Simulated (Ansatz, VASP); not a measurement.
# TeRu in VASP and in Ansatz

```xyz
2
Lattice="0.0000 2.9922 2.9922 2.9922 0.0000 2.9922 2.9922 2.9922 0.0000" Properties=species:S:1:pos:R:3 pbc="T T T"
Ru    0.0000    0.0000    0.0000
Te    1.4961    1.4961    1.4961
```

Alike in both runs: task single point; functional r2SCAN; k mesh 10 × 10 × 10; occupations gaussian, width 0.05 eV; no spin polarisation.

|  | VASP | Ansatz |
| --- | --- | --- |
| version | VASP 6.6.1 | Ansatz 0.2.0 |
| potentials or method | VASP PAW PBE potentials, release 64 (Ru_pv, Te) | scalar-relativistic, plane waves, PAW |
| plane-wave cutoff (eV) | 520 | 500 |
| valence electrons in the cell | 20 | 32 |

|  | VASP | Ansatz | Ansatz less VASP |
| --- | --- | --- | --- |
| gap on the k mesh at the Fermi level (eV) | none | none | - |
| pressure (GPa) | -6.1 | -6.0 | +0.11 |

A gap of «none» marks a metal or a gap that the smearing closes. With one functional, cell and mesh, what is left measures potentials, basis and numerics. The two sets of potentials don't hold the same shells in valence.

Caveats: the PAW data sets were made with another functional, which shifts forces and pressure a little (VASP). Spin-orbit coupling is left out, which matters for the levels of Te.
